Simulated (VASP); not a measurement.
Data:

```
Er
1.0
    1.78000    -3.08305     0.00000
    1.78000     3.08305     0.00000
    0.00000     0.00000     5.59000
Er
2
Direct
  0.33333   0.66667   0.25000
  0.66667   0.33333   0.75000
```

Computed with SCAN meta-GGA, VASP's PBE PAW potentials (set 64) (plane waves; VASP 6.6.1). Numerical set-up: 520 eV cut-off, 11×11×6 Γ-centred mesh, first-order Methfessel-Paxton smearing of 0.10 eV, potentials Er_3.

The 4f electrons are frozen in the core of the lanthanide potential, so 4f levels, which can set the real gap, and their magnetism are missing. Energy and stress use the plane-wave basis of the starting cell.

Q: The ions, cell shape and volume are relaxed. Which structure does the run end with?

A: 
```
Er
1.0
    1.76863    -3.06336     0.00000
    1.76863     3.06336     0.00000
    0.00000     0.00000     5.41666
Er
2
Direct
  0.33333   0.66667   0.25000
  0.66667   0.33333   0.75000
```
Space group P6_3/mmc (194), at a tolerance of 0.03 Å.

Q: How do energy and volume change from the first to the last step?

A: The energy (σ→0) changes by -7.1 meV/atom and the volume by -4.3 %, in 7 ionic steps.

| step | E(σ→0) (eV) | max force (eV/Å) | pressure (GPa) | volume (Å³) |
|---|---|---|---|---|
| 1 | -100.6954 | 0.000 | -1.79 | 61.35 |
| 2 | -100.7069 | 0.000 | 0.36 | 58.35 |
| 3 | -100.7079 | 0.000 | -0.22 | 59.09 |
| 4 | -100.7075 | 0.000 | 0.15 | 58.61 |
| 5 | -100.7094 | 0.000 | 0.06 | 58.67 |
| 6 | -100.7096 | 0.000 | 0.03 | 58.68 |
| 7 | -100.7097 | 0.000 | 0.02 | 58.69 |

The compound is Er in the hcp structure. This run relaxes it. Symmetry was kept, so distortions that lower it aren't found.
